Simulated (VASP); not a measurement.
The system is TiN.

```
Ti N
1.0
     0.00000    2.10297    2.10297
     2.10297    0.00000    2.10297
     2.10297    2.10297    0.00000
Ti N
1 1
Cartesian
  0.0000 0.0000 0.0000
  2.1030 2.1030 2.1030
```

The cell is a database's computed one.

Base run:

- Program: VASP 6.6.1
- Functional: PBEsol
- Potentials or basis: VASP PAW PBE potentials, release 64 (Ti_sv, N)
- Cutoff: 700 eV
- k mesh: 18 × 18 × 18
- Occupations: gaussian, width 0.1 eV
- Spin: no spin polarisation

Its results: band gap on the k mesh none (metal or under the smearing width); pressure -0.1 GPa.

Task: The run is repeated on the same cell with these changes: cutoff from 700 eV to 520 eV; occupations from gaussian, width 0.1 eV to gaussian, width 0.5 eV. What comes out?

Result: Band gap on the k mesh none (metal or under the smearing width); pressure 0.6 GPa.

Caveats: the PAW data sets were made with another functional, which shifts forces and pressure a little.
